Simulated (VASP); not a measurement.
**PbO under strain**

How do the gap and the pressure of PbO answer to a change of volume or shape? All runs use LDA. Left out of this account: 1 further run (self-consistent run: a reference on another mesh). The start is a cell from a database of measured crystal structures.

Program: VASP 6.6.1. Level of theory: LDA; plane waves and PAW (Pb_d, O). Results are calculated unless marked as measured.

The database entry behind the starting cell differs from later determinations by our own check (old inner coordinates, kX units), so it need not match the best structure at ambient conditions.

## 1. The starting structure

It takes space group Pbcm (No. 57, orthorhombic). Conventional cell: a = 5.876 Å, b = 5.476 Å, c = 4.743 Å, α = 90.00°, β = 90.00°, γ = 90.00°. Nearest to Pb lie 4 O at 2.17 to 2.50 Å. Nearest to O lie 4 Pb at 2.17 to 2.50 Å. Farther neighbours and most contacts between anions are not listed.

Structure file:

```
Pb O
1.0
     5.87600    0.00000    0.00000
     0.00000    5.47600    0.00000
     0.00000    0.00000    4.74300
Pb O
4 4
Direct
  0.23100 0.01400 0.25000
  0.76900 0.98600 0.75000
  0.23100 0.48600 0.75000
  0.76900 0.51400 0.25000
  0.86800 0.08200 0.25000
  0.13200 0.91800 0.75000
  0.86800 0.41800 0.75000
  0.13200 0.58200 0.25000
```

## 2. Bands, cell as listed

The mesh alone shows little of the dispersion and can miss band extrema, so KPOINTS_OPT adds a path through the symmetry points after the self-consistent cycle. LDA, the lowest rung, knows the local density alone.

The input, INCAR:

```
SYSTEM = PbO
PREC = Accurate
ENCUT = 520
EDIFF = 1E-06
NELM = 100
ISMEAR = -1
SIGMA = 0.05
LREAL = .FALSE.
ALGO = Normal
GGA = CA
NBANDS = 61
LORBIT = 11
LWAVE = .FALSE.
LCHARG = .FALSE.
KPAR = 8
```

The input, POSCAR:

```
PbO
1.0
    5.8760000000      0.0000000000      0.0000000000
    0.0000000000      5.4760000000      0.0000000000
    0.0000000000      0.0000000000      4.7430000000
Pb O
4 4
Direct
    0.2310000000      0.0140000000      0.2500000000
    0.7690000000      0.9860000000      0.7500000000
    0.2310000000      0.4860000000      0.7500000000
    0.7690000000      0.5140000000      0.2500000000
    0.8680000000      0.0820000000      0.2500000000
    0.1320000000      0.9180000000      0.7500000000
    0.8680000000      0.4180000000      0.7500000000
    0.1320000000      0.5820000000      0.2500000000
```

The input, KPOINTS:

```
Automatic mesh
0
Gamma
4 5 5
0 0 0
```

The input, KPOINTS_OPT:

```
Line mode
12
Line-mode
Reciprocal
  0.00000000   0.00000000   0.00000000 GAMMA
  0.00000000   0.00000000  -0.50000000 X

  0.00000000   0.00000000  -0.50000000 X
  0.00000000  -0.50000000  -0.50000000 S

  0.00000000  -0.50000000  -0.50000000 S
  0.00000000  -0.50000000   0.00000000 Y

  0.00000000  -0.50000000   0.00000000 Y
  0.00000000   0.00000000   0.00000000 GAMMA

  0.00000000   0.00000000   0.00000000 GAMMA
 -0.50000000   0.00000000   0.00000000 Z

 -0.50000000   0.00000000   0.00000000 Z
 -0.50000000   0.00000000  -0.50000000 U

 -0.50000000   0.00000000  -0.50000000 U
 -0.50000000  -0.50000000  -0.50000000 R

 -0.50000000  -0.50000000  -0.50000000 R
 -0.50000000  -0.50000000   0.00000000 T

 -0.50000000  -0.50000000   0.00000000 T
 -0.50000000   0.00000000   0.00000000 Z

  0.00000000  -0.50000000   0.00000000 Y
 -0.50000000  -0.50000000   0.00000000 T

 -0.50000000   0.00000000  -0.50000000 U
  0.00000000   0.00000000  -0.50000000 X

  0.00000000  -0.50000000  -0.50000000 S
 -0.50000000  -0.50000000  -0.50000000 R
```

PAW data sets: Pb_d and O (LDA family, release 64).

Command:

```sh
> mpirun -np 8 vasp_std
```

The log of the run:

```text
[banner, memory and clock lines left out]
running    8 mpi-ranks, on    1 nodes
 distrk:  each k-point on    1 cores,    8 groups
 distr:  one band on    1 cores,    1 groups

 POSCAR found type information on POSCAR PbO
 POSCAR found :  2 types and       8 ions
|                                                                             |
|           W    W    AA    RRRRR   N    N  II  N    N   GGGG   !!!           |
|           W    W   A  A   R    R  NN   N  II  NN   N  G    G  !!!           |
|           W    W  A    A  R    R  N N  N  II  N N  N  G       !!!           |
|           W WW W  AAAAAA  RRRRR   N  N N  II  N  N N  G  GGG   !            |
|           WW  WW  A    A  R   R   N   NN  II  N   NN  G    G                |
|           W    W  A    A  R    R  N    N  II  N    N   GGGG   !!!           |
|                                                                             |
|     For optimal performance we recommend to set                             |
|       NCORE = 2 up to number-of-cores-per-socket                            |
|     NCORE specifies how many cores store one orbital (NPAR=cpu/NCORE).      |
|     This setting can greatly improve the performance of VASP for DFT.       |
|     The default, NCORE=1 might be grossly inefficient on modern             |
|     multi-core architectures or massively parallel machines. Do your        |
|     Unfortunately you need to use the default for GW and RPA                |
|     calculations (for HF NCORE is supported but not extensively tested      |
|     yet).                                                                   |
|                                                                             |

 LDA part: xc-table for (Slater(with rela. corr.)+CA(PZ))
 , standard interpolation
 POSCAR, INCAR and KPOINTS ok, starting setup
 FFT: planning ... GRIDC
 FFT: planning ... GRID_SOFT
 FFT: planning ... GRID
 WAVECAR not read
 entering main loop
       N       E                     dE             d eps       ncg     rms          rms(c)
DAV:   1     0.110162080705E+04    0.11016E+04   -0.36326E+04  3294   0.159E+03
DAV:   2     0.139522832210E+03   -0.96210E+03   -0.89310E+03  3366   0.466E+02
DAV:   3    -0.429362034644E+02   -0.18246E+03   -0.17049E+03  3799   0.214E+02
DAV:   4    -0.565318733374E+02   -0.13596E+02   -0.13386E+02  4068   0.606E+01
DAV:   5    -0.569556043271E+02   -0.42373E+00   -0.42332E+00  3860   0.113E+01    0.166E+01
DAV:   6    -0.488683960095E+02    0.80872E+01   -0.21109E+01  4989   0.353E+01    0.804E+00
DAV:   7    -0.483693185608E+02    0.49908E+00   -0.44949E+00  4091   0.120E+01    0.346E+00
DAV:   8    -0.482350860542E+02    0.13423E+00   -0.10434E+00  3743   0.425E+00    0.795E-01
DAV:   9    -0.482203064526E+02    0.14780E-01   -0.34712E-02  4919   0.162E+00    0.305E-01
DAV:  10    -0.482217774715E+02   -0.14710E-02   -0.16059E-02  4362   0.916E-01    0.118E-01
DAV:  11    -0.482214850844E+02    0.29239E-03   -0.13977E-03  5466   0.398E-01    0.753E-02
DAV:  12    -0.482214180804E+02    0.67004E-04   -0.39894E-04  4754   0.166E-01    0.315E-02
DAV:  13    -0.482214107268E+02    0.73536E-05   -0.95603E-05  4194   0.512E-02    0.543E-03
DAV:  14    -0.482214110911E+02   -0.36426E-06   -0.29244E-06  3567   0.982E-03
   1 F= -.48221411E+02 E0= -.48221411E+02  d E =-.371136E-08
 Start KPOINTS_OPT (optional k-point list driver)
k-point batch [1-27\144]
       N       E                     dE             ncg
DAV:   1     0.171840616475E+05   -0.23223E+05     3299
DAV:   2    -0.791468937113E+04   -0.25099E+05     3294
DAV:   3    -0.124433481084E+05   -0.45287E+04     3844
DAV:   4    -0.127718329040E+05   -0.32848E+03     4036
DAV:   5    -0.127827480408E+05   -0.10915E+02     4036
DAV:   6    -0.127833130066E+05   -0.56497E+00     4216
DAV:   7    -0.127833447008E+05   -0.31694E-01     4764
DAV:   8    -0.127833451365E+05   -0.43576E-03     4619
DAV:   9    -0.127833451410E+05   -0.44936E-05     2724
DAV:  10    -0.127833451416E+05   -0.57242E-06     2359
[...]
k-point batch [136-144\144]
       N       E                     dE             ncg
DAV:   1     0.409473849202E+05   -0.14513E+05     1103
DAV:   2     0.325265628290E+05   -0.84208E+04     1098
DAV:   3     0.309841744640E+05   -0.15424E+04     1291
DAV:   4     0.308666289506E+05   -0.11755E+03     1348
DAV:   5     0.308629086797E+05   -0.37203E+01     1285
DAV:   6     0.308626971008E+05   -0.21158E+00     1380
DAV:   7     0.308626867183E+05   -0.10382E-01     1579
DAV:   8     0.308626866120E+05   -0.10632E-03     1548
DAV:   9     0.308626866104E+05   -0.15846E-05      999
DAV:  10     0.308626866102E+05   -0.13132E-06      684
```

It took 62 s on 8 MPI ranks of Intel Xeon 6975P-C (Granite Rapids), shared host; peak memory 3.8 GiB.

The logs omit lines about the potential files and the build; timing stands in the text.

From OUTCAR (step 2):

```text
ion  position               nearest neighbor table
   1  0.231  0.014  0.250-   5 2.17   8 2.44   6 2.50   6 2.50   3 3.51   3 3.51   2 3.61   2 3.61
                             3 3.74   3 3.74   4 3.86   4 3.86   2 3.95   2 3.95
   2  0.769  0.986  0.750-   6 2.17   7 2.44   5 2.50   5 2.50   4 3.51   4 3.51   1 3.61   1 3.61
                             4 3.74   4 3.74   3 3.86   3 3.86   1 3.95   1 3.95
   3  0.231  0.486  0.750-   7 2.17   6 2.44   8 2.50   8 2.50   1 3.51   1 3.51   4 3.61   4 3.61
                             1 3.74   1 3.74   2 3.86   2 3.86   4 3.95   4 3.95
   4  0.769  0.514  0.250-   8 2.17   5 2.44   7 2.50   7 2.50   2 3.51   2 3.51   3 3.61   3 3.61
                             2 3.74   2 3.74   1 3.86   1 3.86   3 3.95   3 3.95
   5  0.868  0.082  0.250-   1 2.17   4 2.44   2 2.50   2 2.50
   6  0.132  0.918  0.750-   2 2.17   3 2.44   1 2.50   1 2.50
   7  0.868  0.418  0.750-   3 2.17   2 2.44   4 2.50   4 2.50
   8  0.132  0.582  0.250-   4 2.17   1 2.44   3 2.50   3 2.50

  LATTYP: Found a simple orthorhombic cell.
 ALAT       =     4.7430000000
 B/A-ratio  =     1.1545435378
 C/A-ratio  =     1.2388783470

 Subroutine GETGRP returns: Found  8 space group operations
 (whereof  2 operations were pure point group operations)

The static configuration has the point symmetry S_2 .
 The point group associated with its full space group is D_2h.

 Found     27 irreducible k-points:

   k-points           NKPTS =     27   k-points in BZ     NKDIM =     27   number of bands    NBANDS=     61

   dimension x,y,z NGX =    48 NGY =   42 NGZ =   36
   dimension x,y,z NGXF=    96 NGYF=   84 NGZF=   72

   ENCUT  =  520.0 eV  38.22 Ry    6.18 a.u.  10.93 10.18  8.82*2*pi/ulx,y,z

   NELECT =      80.0000    total number of electrons

 k-points in reciprocal lattice and weights: Automatic mesh
   0.00000000  0.00000000  0.00000000       0.010
   0.25000000  0.00000000  0.00000000       0.020
   0.50000000  0.00000000  0.00000000       0.010
   0.00000000  0.20000000  0.00000000       0.020
   0.25000000  0.20000000  0.00000000       0.040
   0.50000000  0.20000000  0.00000000       0.020
   0.00000000  0.40000000  0.00000000       0.020
   0.25000000  0.40000000  0.00000000       0.040
   0.50000000  0.40000000  0.00000000       0.020
[...]
0.25000000  0.40000000  0.40000000       0.080
   0.50000000  0.40000000  0.40000000       0.040

 average (electrostatic) potential at core
       1 -91.1927       2 -91.1927       3 -91.1927       4 -91.1927       5 -70.0954
       6 -70.0954       7 -70.0954       8 -70.0954

 E-fermi :   5.4403

 k-point     1 :       0.0000    0.0000    0.0000
  band No.  band energies     occupation
    ...
     36       3.0452      2.00000
     37       3.0924      2.00000
     38       3.4689      2.00000
     39       4.1361      2.00000
     40       4.4883      2.00000
     41       8.0069      0.00000
     42       8.5193      0.00000
     43       8.8311      0.00000
     44       9.1867      0.00000
     45       9.3772      0.00000
    ...

 k-point     2 :       0.2500    0.0000    0.0000
  band No.  band energies     occupation
    ...
     36       3.1721      2.00000
     37       3.3405      2.00000
     38       3.4441      2.00000
     39       4.3156      2.00000
     40       4.4035      2.00000
     41       7.2126      0.00000
     42       8.1435      0.00000
     43       8.2595      0.00000
     44       9.7883      0.00000
     45      10.2036      0.00000
    ...

 k-point     3 :       0.5000    0.0000    0.0000
  band No.  band energies     occupation
    ...
     36       3.1982      2.00000
     37       3.4172      2.00000
     38       3.8343      2.00000
     39       3.9428      2.00000
     40       4.5017      2.00000
     41       7.2210      0.00000
     42       7.4079      0.00000
     43       7.8054      0.00000
     44       9.5523      0.00000
     45      10.3965      0.00000
    ...

  Total        0.0347498     -7.5099100     -5.3351158      0.0000000      0.0000000      0.0000000
  in kB        0.3648082    -78.8400634    -56.0087764      0.0000000      0.0000000      0.0000000
  external PRESSURE =     -44.8280105 kB  Pullay stress =       0.0000000 kB

  energy-cutoff  :      520.00
  volume of cell :      152.62
      direct lattice vectors                 reciprocal lattice vectors
     5.876000000  0.000000000  0.000000000     0.170183799  0.000000000  0.000000000
     0.000000000  5.476000000  0.000000000     0.000000000  0.182615047  0.000000000
     0.000000000  0.000000000  4.743000000     0.000000000  0.000000000  0.210837023

 POSITION                                       TOTAL-FORCE (eV/Angst)
 -----------------------------------------------------------------------------------
      1.35736      0.07666      1.18575        -0.197978     -1.033762      0.000000
      4.51864      5.39934      3.55725         0.197978      1.033762      0.000000
      1.35736      2.66134      3.55725        -0.197978      1.033762     -0.000000
      4.51864      2.81466      1.18575         0.197978     -1.033762      0.000000
      5.10037      0.44903      1.18575        -0.594221      0.366503      0.000000
      0.77563      5.02697      3.55725         0.594221     -0.366503      0.000000
      5.10037      2.28897      3.55725        -0.594221     -0.366503      0.000000
      0.77563      3.18703      1.18575         0.594221      0.366503     -0.000000
 -----------------------------------------------------------------------------------
    total drift:                                0.000000      0.000000     -0.000000

  FREE ENERGIE OF THE ION-ELECTRON SYSTEM (eV)
  ---------------------------------------------------
  free  energy   TOTEN  =       -48.2214110911 eV

  energy  without entropy=      -48.2214110874  energy(sigma->0) =      -48.22141109

 total charge
# of ion       s       p       d       tot
------------------------------------------
    1        1.399   0.606   9.869  11.874
    2        1.399   0.606   9.869  11.874
    3        1.399   0.606   9.869  11.874
    4        1.399   0.606   9.869  11.874
    5        1.566   3.345   0.000   4.911
    6        1.566   3.345   0.000   4.911
    7        1.566   3.345   0.000   4.911
    8        1.566   3.345   0.000   4.911
--------------------------------------------------
tot         11.859  15.802  39.475  67.137

[... 3 further parts left out ...]
```

Spin-orbit coupling is off here; with elements this heavy it splits and shifts levels by tenths of an eV or more. At this level the cell is under a tension of 4.5 GPa, so at these settings it is away from equilibrium.

This step gave:

```yaml
scf_cycles: 14
electrons: 80
bands: 61
irreducible_k_points: 27
symmetry_operations: 8
free_energy_toten: -48.22 eV
fermi_energy: 5.440 eV
pressure: -4.483 GPa
metallic: no
least_gap_on_mesh_and_path: 1.812 eV
least_direct_gap_on_mesh_and_path: 2.096 eV
valence_top_at_k: -0.5, -0.1364, 0
conduction_bottom_at_k: 0.5, 0.4, 0.4
least_direct_gap_at_k: 0.5, 0.4, 0.4
```

Electronic bands along the path, in eV, zero at the valence-band top; v1 is the highest filled band, c1 the lowest empty one:

```csv
point,v4,v3,v2,v1,c1,c2,c3,c4
Γ,-1.41,-1.04,-0.37,-0.02,3.50,4.01,4.32,4.68
0.45 of the way,-1.25,-0.72,-0.44,-0.07,3.63,4.18,4.32,4.56
X,-0.72,-0.72,-0.17,-0.17,4.11,4.11,4.65,4.65
0.55 of the way,-0.74,-0.74,-0.36,-0.36,3.48,3.48,3.68,3.68
S,-0.64,-0.64,-0.64,-0.64,3.17,3.17,3.17,3.17
0.55 of the way,-0.72,-0.72,-0.29,-0.29,3.34,3.34,3.70,3.70
Y,-0.76,-0.76,-0.10,-0.10,3.63,3.63,4.68,4.68
0.55 of the way,-1.17,-1.15,-0.15,-0.04,3.62,4.02,4.27,4.41
Γ,-1.41,-1.04,-0.37,-0.02,3.50,4.01,4.32,4.68
0.45 of the way,-1.22,-1.06,-0.22,-0.08,2.77,3.70,3.84,5.19
Z,-1.09,-0.67,-0.56,-0.01,2.71,2.90,3.30,5.05
0.45 of the way,-0.59,-0.58,-0.40,-0.22,3.06,3.14,3.18,4.32
U,-0.51,-0.51,-0.41,-0.41,3.22,3.22,3.37,3.37
0.45 of the way,-0.50,-0.50,-0.44,-0.44,2.41,2.41,3.15,3.15
R,-0.55,-0.55,-0.55,-0.55,2.39,2.39,2.39,2.39
0.55 of the way,-0.68,-0.68,-0.36,-0.36,2.25,2.25,3.22,3.22
T,-0.55,-0.55,-0.43,-0.43,3.07,3.07,3.80,3.80
0.45 of the way,-0.87,-0.81,-0.45,-0.08,2.26,3.26,3.53,4.61
Z,-1.09,-0.67,-0.56,-0.01,2.71,2.90,3.30,5.05
jump to Y,-0.76,-0.76,-0.10,-0.10,3.63,3.63,4.68,4.68
0.55 of the way,-0.65,-0.65,-0.17,-0.17,3.30,3.30,4.15,4.15
T,-0.55,-0.55,-0.43,-0.43,3.07,3.07,3.80,3.80
jump to U,-0.51,-0.51,-0.41,-0.41,3.22,3.22,3.37,3.37
0.45 of the way,-0.70,-0.70,-0.18,-0.18,3.46,3.46,3.83,3.83
X,-0.72,-0.72,-0.17,-0.17,4.11,4.11,4.65,4.65
jump to S,-0.64,-0.64,-0.64,-0.64,3.17,3.17,3.17,3.17
```

Of the projections kept (Pb, O), the largest for each band there; the rest of the weight can lie on other orbitals:

```
point      v4      v3      v2      v1       c1       c2       c3       c4
    Γ  O 0.61  O 0.93  O 0.79  O 0.72   O 0.52   O 0.58  Pb 0.51  Pb 0.63
    X  O 0.79  O 0.79  O 0.75  O 0.75  Pb 0.57  Pb 0.57  Pb 0.75  Pb 0.75
    S  O 0.79  O 0.79  O 0.79  O 0.79  Pb 0.62  Pb 0.62  Pb 0.62  Pb 0.62
    Y  O 0.78  O 0.78  O 0.69  O 0.69  Pb 0.85  Pb 0.85  Pb 0.60  Pb 0.60
    Γ  O 0.61  O 0.93  O 0.79  O 0.72   O 0.52   O 0.58  Pb 0.51  Pb 0.63
    Z  O 0.92  O 0.56  O 0.74  O 0.75  Pb 0.53  Pb 0.70  Pb 0.62  Pb 0.83
```

Force by atom:

| atom | x (eV/Å) | y (eV/Å) | z (eV/Å) | size |
| --- | --- | --- | --- | --- |
| Pb1 | -0.20 | -1.03 | 0.00 | 1.05 |
| Pb2 | 0.20 | 1.03 | 0.00 | 1.05 |
| Pb3 | -0.20 | 1.03 | 0.00 | 1.05 |
| Pb4 | 0.20 | -1.03 | 0.00 | 1.05 |
| O5 | -0.59 | 0.37 | 0.00 | 0.70 |
| O6 | 0.59 | -0.37 | 0.00 | 0.70 |
| O7 | -0.59 | -0.37 | 0.00 | 0.70 |
| O8 | 0.59 | 0.37 | 0.00 | 0.70 |

The gap is 1.81 eV, indirect.

[end of part 1 of 5]

[Lines on the potential files, build, host, timing and source positions are cut from VASP's logs without a mark.]

[Logs are printed without paths, hosts, clocks, repeated set-up lines and the standing remarks that a program may print on its own settings, such as how far it seeks lower states.]

[Hosts, paths, dates, database ids (printed as entryN), source tags and the programs' standing remarks are cut or masked in the printed files.]

[A measured line is paired with the nearest computed mode of its activity, which favours agreement.]
